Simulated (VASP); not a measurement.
Output of a VASP run:

File OSZICAR:
```
       N       E                     dE             d eps       ncg     rms          rms(c)
DAV:   1     0.378959856981E+02    0.37896E+02   -0.10279E+04  2160   0.112E+03
DAV:   2    -0.201308526307E+02   -0.58027E+02   -0.56845E+02  2680   0.237E+02
DAV:   3    -0.217421978164E+02   -0.16113E+01   -0.15931E+01  2872   0.277E+01
DAV:   4    -0.217564045967E+02   -0.14207E-01   -0.14203E-01  2470   0.323E+00
DAV:   5    -0.217566104486E+02   -0.20585E-03   -0.20584E-03  2896   0.316E-01    0.674E+01
DAV:   6    -0.212082259659E+02    0.54838E+00   -0.50014E-01  2266   0.535E+00    0.399E+01
DAV:   7    -0.210129886599E+02    0.19524E+00   -0.82260E-01  2284   0.659E+00    0.201E+00
DAV:   8    -0.210034301083E+02    0.95586E-02   -0.53628E-02  2374   0.179E+00    0.293E-01
DAV:   9    -0.210035327021E+02   -0.10259E-03   -0.11686E-03  2968   0.267E-01    0.213E-01
DAV:  10    -0.210035248380E+02    0.78641E-05   -0.44598E-05  2444   0.550E-02    0.258E-01
DAV:  11    -0.210035250299E+02   -0.19191E-06   -0.50687E-06  2674   0.174E-02
   1 F= -.21003525E+02 E0= -.21003311E+02  d E =-.210035E+02
       N       E                     dE             d eps       ncg     rms          rms(c)
DAV:   1    -0.210036992556E+02   -0.17442E-03   -0.53632E-03  2236   0.637E-01    0.182E-01
DAV:   2    -0.210035670057E+02    0.13225E-03   -0.26818E-04  2440   0.136E-01    0.449E-02
DAV:   3    -0.210035247237E+02    0.42282E-04   -0.67755E-05  2512   0.632E-02    0.192E-02
DAV:   4    -0.210035175128E+02    0.72109E-05   -0.15364E-05  2602   0.308E-02    0.160E-02
DAV:   5    -0.210035163941E+02    0.11187E-05   -0.10247E-06  1808   0.697E-03    0.245E-03
DAV:   6    -0.210035163727E+02    0.21362E-07   -0.11825E-07  1400   0.261E-03
   2 F= -.21003516E+02 E0= -.21003308E+02  d E =0.865719E-05
       N       E                     dE             d eps       ncg     rms          rms(c)
DAV:   1    -0.210036038741E+02   -0.87480E-04   -0.22366E-03  2152   0.411E-01    0.113E-01
DAV:   2    -0.210035492296E+02    0.54644E-04   -0.11214E-04  2290   0.879E-02    0.295E-02
DAV:   3    -0.210035322267E+02    0.17003E-04   -0.26900E-05  2464   0.399E-02    0.117E-02
DAV:   4    -0.210035293915E+02    0.28352E-05   -0.67558E-06  2560   0.205E-02    0.967E-03
DAV:   5    -0.210035296697E+02   -0.27816E-06   -0.42338E-07  1280   0.476E-03
   3 F= -.21003530E+02 E0= -.21003318E+02  d E =-.463976E-05
```

### OUTCAR
```
------------------------ aborting loop because EDIFF is reached ----------------------------------------
  FORCE on cell =-STRESS in cart. coord.  units (eV):
  Direction    XX          YY          ZZ          XY          YZ          ZX
  --------------------------------------------------------------------------------------
  Total        0.0005232      0.0005232     -0.0156565      0.0000000      0.0000000      0.0000000
  in kB        0.0194578      0.0194578     -0.5822206      0.0000000      0.0000000      0.0000000
  external PRESSURE =      -0.1811017 kB  Pullay stress =       0.0000000 kB
  volume of cell :       43.08
      direct lattice vectors                 reciprocal lattice vectors
     1.578503676 -2.734048530  0.000000000     0.316755677 -0.182878978 -0.000000000
     1.578503676  2.734048530 -0.000000000     0.316755677  0.182878978 -0.000000000
     0.000000000  0.000000000  4.991569122     0.000000000  0.000000000  0.200337805
 POSITION                                       TOTAL-FORCE (eV/Angst)
 -----------------------------------------------------------------------------------
      1.57850      0.91135      1.24789        -0.000000      0.000000      0.000000
      1.57850     -0.91135      3.74368         0.000000      0.000000      0.000000
 -----------------------------------------------------------------------------------
    total drift:                               -0.000004      0.000177     -0.000016
  FREE ENERGIE OF THE ION-ELECTRON SYSTEM (eV)
  ---------------------------------------------------
  free  energy   TOTEN  =       -21.0035296697 eV

  energy  without entropy=      -21.0028932981  energy(sigma->0) =      -21.00331755

 reached required accuracy - stopping structural energy minimisation
```
(Selected blocks of OUTCAR.)

File POSCAR:
```
Hf
1
    1.5781302036    -2.7334016568    -0.0000000000
    1.5781302036     2.7334016568     0.0000000000
    0.0000000000     0.0000000000     4.9914298865
Hf
2
Direct
  0.3333330000   0.6666670000   0.2500000000
  0.6666670000   0.3333330000   0.7500000000
```

Problem. Reconstruct the remaining input files.

Solution. One answer among several that fit: the input of the run itself, PBEsol GGA, plane waves, VASP's PBE PAW potentials (set 64).

INCAR:
```
LREAL = .FALSE.   ! projection in real space or not
EDIFFG = -0.01
ENCUT = 400
NSW = 60
SYSTEM = Hf
LWAVE = .FALSE.
ALGO = Normal   ! blocked Davidson
LCHARG = .FALSE.
LASPH = .TRUE.
NELM = 100
IBRION = 2
LMAXMIX = 6   ! l cut-off of mixed one-centre charges
SIGMA = 0.1   ! width (eV)
EDIFF = 1E-6   ! SCF stop (eV)
ISMEAR = 1
PREC = Accurate
ISIF = 3
GGA = PS   ! PBEsol
```

**KPOINTS**
```
Automatic mesh
0
Gamma
12 12 7
0 0 0
```

POTCAR, in this order: Hf_pv (PBE.64 set). Program: vasp_std.

The compound is Hf in the hcp structure. This run relaxes it. Symmetry was kept, so distortions that lower it aren't found. The start is the result of an earlier pass.
